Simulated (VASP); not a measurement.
Here is the system:

```yaml
crystal:
  lattice:
    - [3.67790, -1.88740, -0.00523]
    - [3.67790, 1.88740, -0.00523]
    - [2.71378, 0.00000, 3.11844]
  atoms:
    - { symbol: As, position: [0.22678, 0.22678, 0.22678] }
    - { symbol: As, position: [0.77322, 0.77322, 0.77322] }
```

Level of theory: SCAN meta-GGA, VASP's PBE PAW potentials (set 64) (plane waves; VASP 6.6.1). Numerical set-up: 520 eV cut-off, 13×13×13 Γ-centred mesh, tetrahedra with Blöchl corrections, potentials As.

Problem. Estimate the energy per atom (σ→0), band gap (over mesh and band path) with the smallest direct gap where there is one.

Solution. 
The band gap (over mesh and band path) comes out as none (metal, semimetal or under 0.01 eV) and the energy per atom (σ→0) is -20.193 eV/atom.

Only differences to runs with the same potentials and settings are physical.

The compound is As in the a7 structure. It was relaxed first.
